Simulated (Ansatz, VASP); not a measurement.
**Cross-check of AlNi (AlNi (Pm-3m)) between VASP and Ansatz**

Aim: how closely do two programs agree when they are given the same cell, functional and k mesh? The cell is taken from a series of runs on this material, whose earlier steps may have relaxed, scaled, displaced or heated it; both programs get it as it stands.

Calculated with Ansatz 0.2.0; plane waves, with VASP 6.6.1 beside it; relaxation of cell and atoms at PBEsol.

## Step 1: The starting structure

Symmetry: Pm-3m, No. 221, cubic system. The conventional cell has a = 2.860 Å, b = 2.860 Å, c = 2.860 Å, α = 90.00°, β = 90.00°, γ = 90.00°. Al has 8 Ni at 2.48 Å nearest. Ni has 8 Al at 2.48 Å nearest. Farther neighbours are not listed.

## Step 2: Ansatz: relaxation of cell and atoms, PBEsol

Ansatz runs on its default PAW (the set named soft_2) files.

The relaxed volume is the usual yardstick between codes: in a stiff, nearly cubic crystal its relative difference is about their pressure difference at one cell divided by the bulk modulus.

input.yaml

```yaml
crystal:
  lattice:
    - [2.8597113, 0.0, 0.0]
    - [0.0, 2.8597113, 0.0]
    - [0.0, 0.0, 2.8597113]
  atoms:
    - { symbol: Al, position: [0.5, 0.5, 0.5] }
    - { symbol: Ni, position: [0.0, 0.0, 0.0] }
basis:
  ecutwfc: 420
  xc_grid: 2
hamiltonian:
  xc: pbesol
kpoints:
  mp_grid: { grid: [13, 13, 13] }
scf:
  occupations: { method: fermi_dirac, width: 0.05 }
  max_iter: 150
output:
  forces: true
  stress: true
relax:
  f_tol: 0.01
  max_steps: 60
  cell: {}
checkpoint:
  write: "../pbesol.run"
  compress: false
  write_wavefunctions: false
  write_every: 100000
```

Command:

```sh
$ ansatz run input.yaml --threads 1 --pin off --max-ram 2355MiB --backend cpu --events-out ev --progress --plain --runs-dir out
```

Numbers of over 12 decimals in the logs are rounded to 6 here.

The log of the run:

```text
Engine: ansatz 0.2.0, x86_64-unknown-linux-gnu
Pseudopotentials: kind: paw
Pseudopotential: Al, paw, valence charge 3, recommended cutoff 420 eV (normal), Al.paw.azcp
Pseudopotential: Ni, paw, valence charge 18, recommended cutoff 420 eV (normal), Ni.paw.azcp
Functional definition: PBEsol
  exchange = pbesol_x
  correlation = pbesol_c
Crystal: 2 atoms, lattice volume = 23.387 Å³
Basis set: ecut = 420 eV, 461 PW (Γ), exchange–correlation on 40×40×40 points (8 copies of the dense FFT grid, shifted against one another)
Bands: 15, of which v1, the nominal top of the filled ones, is band 11 counted from 1 (10 counted from 0)
Symmetry: 48 space group operations
Space group: Pm-3m (ITA 221), of the structure as read, at distance tolerance 2.9e-5 Å
k-points: 84 of 2197
Non-local potential: Al, projectors of the file, l = 0: 2, l = 1: 2, l = 2: 1
Non-local potential: Ni, projectors of the file, l = 0: 3, l = 1: 2, l = 2: 3, l = 3: 1
PAW form: soft (Blöchl's): semilocal exchange-correlation on the pseudo side does not see the compensation charge
PAW frozen core: Al, regenerated for the run's functional, and the local potential with it (the file was generated under x = pbe(κ = 0.804, μ = 0.219515), c = pbe(β = 0.066725))
PAW frozen core: Ni, regenerated for the run's functional, and the local potential with it (the file was generated under x = pbe(κ = 0.804, μ = 0.219515), c = pbe(β = 0.066725))
PAW one-centre angular grid: Al, 110 points (default); XC on 64 Gauss nodes
PAW one-centre angular grid: Ni, 590 points (default); XC on 64 Gauss nodes
Initial density: superposition of atomic densities (neutral atoms: chi_scale 0, normalization atom), corrected by the library's trained network
Initial wavefunctions: pseudopotential atomic-orbital guess
Functional: x = pbesol(κ = 0.804, μ = 0.123457), c = pbesol(β = 0.046)
SCF iter   1: F=—  HF=-6330.877157 eV  |F-HF|=—  |Δ(HF+E_count)|=         —  Δρ=1.89e-2  dr2=4.82e-2  ethr=1.77e-3  ⟨swp⟩=4.9  Hψ=5782  notcnv=0
preconditioner: auto → none  [metal: Δε(μ)=0.097 eV  Ē_g=9.780 eV  σ=0.050 eV  W_gap=0.45  n_scr=6 (ndim 8)  ℏωp=27.7 eV  f_vac=0.000  D(μ)=0.54/eV (n_scr^D=0)  sad-step TF]
SCF iter   2: F=—  HF=-6330.871162 eV  |F-HF|=—  |Δ(HF+E_count)|=   6.00e-3  Δρ=6.40e-3  dr2=6.29e-3  ethr=2.29e-4  ⟨swp⟩=2.0  Hψ=2276  notcnv=0  defer=19
SCF iter   3: F=—  HF=-6330.870438 eV  |F-HF|=—  |Δ(HF+E_count)|=   7.24e-4  Δρ=9.77e-4  dr2=1.59e-4  ethr=3.00e-5  ⟨swp⟩=1.1  Hψ=1247  notcnv=0  defer=19
SCF iter   4: F=—  HF=-6330.870413 eV  |F-HF|=—  |Δ(HF+E_count)|=   2.47e-5  Δρ=7.06e-5  dr2=4.02e-7  ethr=7.57e-7  ⟨swp⟩=1.4  Hψ=1348  notcnv=0  defer=19
SCF iter   5: F=—  HF=-6330.870418 eV  |F-HF|=—  |Δ(HF+E_count)|=   5.45e-6  Δρ=1.04e-5  dr2=1.86e-8  ethr=1.91e-9  ⟨swp⟩=2.0  Hψ=2053  notcnv=0  defer=19
SCF iter   6: F=-6330.870418 eV  HF=-6330.870418 eV  |F-HF|=1.49e-10  |Δ(HF+E_count)|=  5.46e-11  Δρ=9.09e-7  dr2=1.63e-10  ethr=8.83e-11  ⟨swp⟩=2.3  Hψ=3774  notcnv=0
SCF 1 converged in 6 iterations: F = -6330.870418 eV  dr2 = 1.63e-10
  greatest PAW one-centre occupation: 1.001 electrons in one spin orbital (limit 2), on the Ni atom at site 1 (counted from 0), in its partial waves of l = 1
relax step   1: F+E_penalty+E_count = -6330.87041825 eV  Δ(F+E_penalty+E_count) = +0.000e0 eV  max|allowed force component| = 1.446e-30 eV/Å  Δτ_max = 0.0000 Å  P = +0.374 GPa  Ω = 23.387 Å³  (6 SCF iters, dr2 threshold 1.00e-7 eV, accepted)
[...]
relax step   2: F+E_penalty+E_count = -6330.87045576 eV  Δ(F+E_penalty+E_count) = -3.751e-5 eV  max|allowed force component| = 3.492e-32 eV/Å  Δτ_max = 0.0000 Å  P = +0.154 GPa  Ω = 23.416 Å³  energy of the carried Pulay correction = -1.103e-5 eV  (6 SCF iters, dr2 threshold 2.00e-7 eV, accepted)
[...]
relax step   3: F+E_penalty+E_count = -6330.87045796 eV  Δ(F+E_penalty+E_count) = -2.196e-6 eV  max|allowed force component| = 4.930e-32 eV/Å  Δτ_max = 0.0000 Å  P = +0.000 GPa  Ω = 23.437 Å³  energy of the carried Pulay correction = -1.872e-5 eV  (6 SCF iters, dr2 threshold 5.90e-8 eV, accepted)
[...]
relax step   4: F+E_penalty+E_count = -6330.87047488 eV  Δ(F+E_penalty+E_count) = -1.692e-5 eV  max|allowed force component| = 3.698e-32 eV/Å  Δτ_max = 0.0000 Å  P = +0.002 GPa  Ω = 23.437 Å³  stress off target by 1.63e-3 GPa  SCF on the basis re-selected at this cell (its energy is not comparable with the rows above)  (6 SCF iters)
basis re-selected at this cell: Δ(F+E_penalty+E_count) = -1.692e-5 eV, ΔP = +0.001 GPa vs the last step (what re-selecting the basis moved, of the pressure what is left beyond the Pulay correction that the steps carried, after the strain that the cell walked since its last selection, with what the two solves' SCF thresholds leave and, on support functions, any second-order correction that the steps lacked; it is no m [...]
SCF converged after 6 iterations
Free energy (F): -6330.870475 eV
Harris-Foulkes:  -6330.870475 eV  (|F-HF|=7.28e-12)
Internal energy: -6330.865867 eV  (E = F + TS)
E sigma→0 (E₀):  -6330.868171 eV
Entropy (-TS):   -0.004608 eV (-2.304 meV/atom)
Fermi energy:    14.184770 eV
--- Per-component energies (eV) ---
  E_band       = -331.426504
  E_kinetic    = 312.158544
  E_local      = -4418.234211  (includes V_loc(G=0)·N_el)
  E_nonlocal   = 648.669555
  E_hartree    = 1899.975051
  E_xc         = -125.924737
  E_vxc        = -141.164535  (∫ρ·V_xc dr)
  E_paw        = -2052.772776  (= ΣΔE_a)
  E_vpaw       = -532.806549  (= ΣTr[D̂ρ^β])
  E_aug_tail   = 0.000388  (compensation charges beyond the density's cutoff)
  E_ewald      = -2594.954109
  E_core_change = 0.216428  (= ΣΔE_core)
  E_smearing   = -0.004608  (= −TS)
  E_closure    = 0.000000  (closes the sum)
  Σ components = -6330.870475   (vs F -6330.870475, Δ=0.00e0)
--- Forces (eV/Å), atoms counted from 1 ---
  atom   1  Al    -0.00000000     0.00000000     0.00000000
  atom   2  Ni     0.00000000    -0.00000000    -0.00000000
  max |Σ_I F_I| component: 5.75e-32 eV/Å
--- Stress (GPa, compression-positive) ---
        0.001635       0.000000       0.000000
        0.000000       0.001635      -0.000000
        0.000000      -0.000000       0.001635
  P = ⅓ Tr σ = 0.0016 GPa (0.016 kbar)
--- Relaxed structure (3 steps of the walk, 3 accepted, 1 SCFs on fresh bases) ---
  F+E_penalty+E_count = -6330.87047488 eV   max|allowed force component| = 3.698e-32 eV/Å   (the final SCF, on the basis selected at the relaxed cell)
  cell:  # Å, volume = 23.4366 Å³
    - [2.861749, 0, 0]
    - [0, 2.861749, 0.0]
    - [0, 0.0, 2.861749]
  atoms:
    - { symbol: Al, position: [0.5, 0.5, 0.5] }
    - { symbol: Ni, position: [0, 0, 0] }
```

In the SCF lines HF is the Harris–Foulkes energy and dr2 the Hartree energy of the density residual, in eV; the loop may stop once dr2 is under the threshold and the program's other checks hold. Hψ counts applications of the Hamiltonian.

## Step 3: VASP: relaxation of cell and atoms, PBEsol

The same cell, functional, mesh and smearing now go to VASP, with its own data sets.

Lines of VASP's logs that name or quote its potential files are left out, and so is its time.

INCAR

```
SYSTEM = AlNi
PREC = Accurate
ENCUT = 600
EDIFF = 1E-07
NELM = 120
ISMEAR = -1
SIGMA = 0.05
LREAL = .FALSE.
ALGO = Normal
GGA = PS
NBANDS = 12
LASPH = .TRUE.
LORBIT = 11
LWAVE = .FALSE.
LCHARG = .FALSE.
ISIF = 3
IBRION = 2
NSW = 80
EDIFFG = -0.005
GGA_COMPAT = .FALSE.
NELMIN = 4
```

POSCAR

```
AlNi
1.0
    2.8597110000      0.0000000000      0.0000000000
    0.0000000000      2.8597110000      0.0000000000
    0.0000000000      0.0000000000      2.8597110000
Al Ni
1 1
Direct
    0.5000001748      0.5000001748      0.5000001748
    0.0000000000      0.0000000000      0.0000000000
```

KPOINTS

```
Automatic mesh
0
Gamma
13 13 13
0 0 0
```

PAW data sets: Al and Ni (PBE family, release 64).

Command:

```sh
$ mpirun -np 1 vasp_std
```

The log of the run:

```text
[banner, memory and clock lines left out]
running    1 mpi-ranks, on    1 nodes
 distrk:  each k-point on    1 cores,    1 groups
 distr:  one band on    1 cores,    1 groups

 POSCAR found type information on POSCAR AlNi
 POSCAR found :  2 types and       2 ions
|                                                                             |
|               ----> ADVICE to this user running VASP <----                  |
|                                                                             |
|     You enforced a specific xc type in the INCAR file but a different       |
|     [... a line on the potential file left out ...]
|     I HOPE YOU KNOW WHAT YOU ARE DOING!                                     |
|                                                                             |

 LDA part: xc-table for (Slater+PW92), standard interpolation
 POSCAR, INCAR and KPOINTS ok, starting setup
 FFT: planning ... GRIDC
 FFT: planning ... GRID_SOFT
 FFT: planning ... GRID
 WAVECAR not read
 entering main loop
       N       E                     dE             d eps       ncg     rms          rms(c)
DAV:   1     0.457243358236E+02    0.45724E+02   -0.62445E+03  2032   0.130E+03
DAV:   2    -0.114066330441E+02   -0.57131E+02   -0.52851E+02  2056   0.211E+02
DAV:   3    -0.132115320773E+02   -0.18049E+01   -0.17857E+01  2436   0.436E+01
DAV:   4    -0.132375889348E+02   -0.26057E-01   -0.26047E-01  2236   0.469E+00
DAV:   5    -0.132383876742E+02   -0.79874E-03   -0.79872E-03  2432   0.910E-01    0.128E+01
DAV:   6    -0.152116723466E+02   -0.19733E+01   -0.54437E+01  2240   0.117E+02    0.161E+01
DAV:   7    -0.116229521270E+02    0.35887E+01   -0.15690E+01  2248   0.696E+01    0.112E+00
DAV:   8    -0.116081918706E+02    0.14760E-01   -0.36104E-01  2468   0.705E+00    0.992E-01
DAV:   9    -0.115936284453E+02    0.14563E-01   -0.43777E-02  2436   0.301E+00    0.204E-01
DAV:  10    -0.115931773202E+02    0.45113E-03   -0.14078E-03  2436   0.532E-01    0.810E-02
DAV:  11    -0.115931756459E+02    0.16743E-05   -0.49859E-05  2604   0.669E-02    0.236E-02
DAV:  12    -0.115931746523E+02    0.99365E-06   -0.30018E-06  2664   0.282E-02    0.356E-03
DAV:  13    -0.115931742814E+02    0.37089E-06   -0.11004E-07  1516   0.317E-03    0.176E-03
DAV:  14    -0.115931742835E+02   -0.21080E-08   -0.46606E-08  1176   0.177E-03
   1 F= -.11593174E+02 E0= -.11590876E+02  d E =-.115932E+02
 curvature:   0.00 expect dE= 0.000E+00 dE for cont linesearch  0.000E+00
 trial: gam= 0.00000 g(F)=  0.000E+00 g(S)=  0.322E-03 ort = 0.000E+00 (trialstep = 0.100E+01)
 search vector abs. value=  0.322E-03
 bond charge predicted
       N       E                     dE             d eps       ncg     rms          rms(c)
DAV:   1    -0.115993438989E+02   -0.61696E-02   -0.69575E-02  2228   0.453E+00    0.714E-01
DAV:   2    -0.116053542256E+02   -0.60103E-02   -0.18738E-01  2248   0.677E+00    0.883E-01
DAV:   3    -0.115933703155E+02    0.11984E-01   -0.73989E-02  2248   0.429E+00    0.109E-01
DAV:   4    -0.115932031610E+02    0.16715E-03   -0.49227E-04  2172   0.233E-01    0.135E-02
DAV:   5    -0.115932030866E+02    0.74407E-07   -0.14789E-05  3020   0.404E-02    0.584E-03
DAV:   6    -0.115932039040E+02   -0.81743E-06   -0.78890E-07  2268   0.841E-03    0.132E-03
DAV:   7    -0.115932039578E+02   -0.53749E-07   -0.31503E-08  1104   0.249E-03
   2 F= -.11593204E+02 E0= -.11590881E+02  d E =-.296743E-04
 trial-energy change:   -0.000030  1 .order   -0.000031   -0.000322    0.000260
 step:   0.5499(harm=  0.5530)  dis= 0.00000  next Energy=   -11.593263 (dE=-0.884E-04)
 bond charge predicted
       N       E                     dE             d eps       ncg     rms          rms(c)
DAV:   1    -0.115945086878E+02   -0.13048E-02   -0.14088E-02  2224   0.203E+00    0.323E-01
DAV:   2    -0.115957505893E+02   -0.12419E-02   -0.38285E-02  2252   0.306E+00    0.399E-01
DAV:   3    -0.115932948552E+02    0.24557E-02   -0.14970E-02  2244   0.194E+00    0.467E-02
DAV:   4    -0.115932643241E+02    0.30531E-04   -0.93183E-05  2152   0.909E-02    0.839E-03
DAV:   5    -0.115932638325E+02    0.49164E-06   -0.45938E-06  3036   0.268E-02    0.256E-03
DAV:   6    -0.115932637511E+02    0.81423E-07   -0.18477E-07  1460   0.436E-03
   3 F= -.11593264E+02 E0= -.11590952E+02  d E =-.894676E-04
 curvature:  -0.28 expect dE=-0.159E-07 dE for cont linesearch -0.159E-07
 trial: gam=-0.01318 g(F)=  0.686E-51 g(S)=  0.575E-07 ort = 0.430E-05 (trialstep = 0.910E+00)
 search vector abs. value=  0.110E-09
 reached required accuracy - stopping structural energy minimisation
```

Parts of OUTCAR (step 3):

```text
ion  position               nearest neighbor table
   1  0.500  0.500  0.500-   2 2.48   2 2.48   2 2.48   2 2.48   2 2.48   2 2.48   2 2.48   2 2.48

  LATTYP: Found a simple cubic cell.
 ALAT       =     2.8597110000

 Subroutine GETGRP returns: Found 48 space group operations
 (whereof 48 operations were pure point group operations)

The static configuration has the point symmetry O_h .

 Found     84 irreducible k-points:

   k-points           NKPTS =     84   k-points in BZ     NKDIM =     84   number of bands    NBANDS=     12

   dimension x,y,z NGX =    24 NGY =   24 NGZ =   24
   dimension x,y,z NGXF=    48 NGYF=   48 NGZF=   48

   ENCUT  =  600.0 eV  44.10 Ry    6.64 a.u.   5.71  5.71  5.71*2*pi/ulx,y,z

   NELECT =      13.0000    total number of electrons

 k-points in reciprocal lattice and weights: Automatic mesh
   0.00000000  0.00000000  0.00000000       0.000
   0.07692308  0.00000000  0.00000000       0.003
   0.15384615  0.00000000  0.00000000       0.003
   0.23076923  0.00000000  0.00000000       0.003
   0.30769231  0.00000000  0.00000000       0.003
   0.38461538  0.00000000  0.00000000       0.003
   0.46153846  0.00000000  0.00000000       0.003
   0.07692308  0.07692308  0.00000000       0.005
   0.15384615  0.07692308  0.00000000       0.011
[...]
0.46153846  0.46153846  0.38461538       0.011
   0.46153846  0.46153846  0.46153846       0.004

 average (electrostatic) potential at core
       1 -69.5252       2 -81.1130

 E-fermi :  10.1407

 k-point     1 :       0.0000    0.0000    0.0000
  band No.  band energies     occupation
    ...
      2       6.8260      2.00000
      3       6.8260      2.00000
      4       8.5757      2.00000
      5       8.5757      2.00000
      6       8.5757      2.00000
      7      15.7370      0.00000
      8      15.7370      0.00000
      9      15.7370      0.00000
     10      18.3667      0.00000
     11      18.3667      0.00000
    ...

 k-point     2 :       0.0769    0.0000    0.0000
  band No.  band energies     occupation
    ...
      2       6.8182      2.00000
      3       6.8524      2.00000
      4       8.5271      2.00000
      5       8.5271      2.00000
      6       8.5808      2.00000
      7      14.6294      0.00000
      8      15.8828      0.00000
      9      15.8828      0.00000
     10      18.3715      0.00000
     11      19.3661      0.00000
    ...

 k-point     3 :       0.1538    0.0000    0.0000
  band No.  band energies     occupation
    ...
      2       6.7616      2.00000
      3       6.9264      2.00000
      4       8.3982      2.00000
      5       8.3982      2.00000
      6       8.5953      2.00000
      7      12.8897      0.00000
      8      16.3045      0.00000
      9      16.3045      0.00000
     10      18.3857      0.00000
     11      20.7286      0.00000
    ...

  Total        0.0008912      0.0008912      0.0008912      0.0000000     -0.0000000      0.0000000
  in kB        0.0608942      0.0608942      0.0608942      0.0000000     -0.0000000      0.0000000
  external PRESSURE =       0.0608942 kB  Pullay stress =       0.0000000 kB

  energy-cutoff  :      600.00
  volume of cell :       23.45
      direct lattice vectors                 reciprocal lattice vectors
     2.862241978  0.000000000  0.000000000     0.349376471  0.000000000 -0.000000000
    -0.000000000  2.862241978 -0.000000000    -0.000000000  0.349376471  0.000000000
     0.000000000 -0.000000000  2.862241978    -0.000000000  0.000000000  0.349376471

 POSITION                                       TOTAL-FORCE (eV/Angst)
 -----------------------------------------------------------------------------------
      1.43112      1.43112      1.43112         0.000000      0.000000      0.000000
      0.00000      0.00000      0.00000        -0.000000     -0.000000      0.000000
 -----------------------------------------------------------------------------------
    total drift:                                0.000047      0.000047      0.000047

  FREE ENERGIE OF THE ION-ELECTRON SYSTEM (eV)
  ---------------------------------------------------
  free  energy   TOTEN  =       -11.5932637511 eV

  energy  without entropy=      -11.5886400271  energy(sigma->0) =      -11.59095189

 reached required accuracy - stopping structural energy minimisation

 total charge
# of ion       s       p       d       tot
------------------------------------------
    1        0.384   0.421   0.000   0.806
    2        0.488   0.537   8.488   9.513
--------------------------------------------------
tot          0.872   0.958   8.488  10.318

[... 3 further parts left out ...]
```

CONTCAR:

```
AlNi
   1.00000000000000
     2.8622419776691395    0.0000000000000000    0.0000000000000000
    -0.0000000000000000    2.8622419776691395   -0.0000000000000000
     0.0000000000000000   -0.0000000000000000    2.8622419776691395
  Al              Ni
     1     1
Direct
     0.5000001748000003    0.5000001748000003    0.5000001748000003
     0.0000000000000000    0.0000000000000000    0.0000000000000000
```

This run has no spin polarisation, so a moment on Ni, if there is one, isn't seen. Its electron count is odd, so without a moment it is a metal by construction.

## Step 4: Differences

Known differences besides the potentials themselves: the data sets hold 21 valence electrons in Ansatz (on its default PAW (the set named soft_2) files) and 13 in VASP; the cutoff is 420 eV in Ansatz and 600 eV in VASP; Ansatz makes its cores anew for this functional, VASP keeps those of its PBE data sets; Ansatz adds a Pulay correction to the stress that steers its cell, VASP none. Total energies have different zeros and are not compared.

The two programs side by side:

```csv
quantity,Ansatz,VASP,difference
volume (Å³),23.44,23.45,-0.05 %
"edge a after relaxation, in the typed setting (Å)",2.862,2.862,-0.02 %
```

## Step 5: Results

| Quantity | Value |
| --- | --- |
| difference in volume (relaxation of cell and atoms, PBEsol) | -0.052 % |

**Reading.** The difference in volume is -0.052 % (relaxation of cell and atoms, PBEsol), within the 1.2 % picked in this series as the mark of a large difference, as far as the stopping tolerances let one tell. The data sets hold unlike numbers of valence electrons (21 in Ansatz and 13 in VASP), so part of the differences comes from the potentials. How closely two codes agree says nothing of how well the functional describes the real material.

[Lines on the potential files, build, host, timing and source positions are cut from VASP's logs without a mark.]

[Logs are printed without paths, hosts, clocks, repeated set-up lines and the standing remarks that a program may print on its own settings, such as how far it seeks lower states.]

[Hosts, paths, dates, database ids (printed as entryN), source tags and the programs' standing remarks are cut or masked in the printed files.]
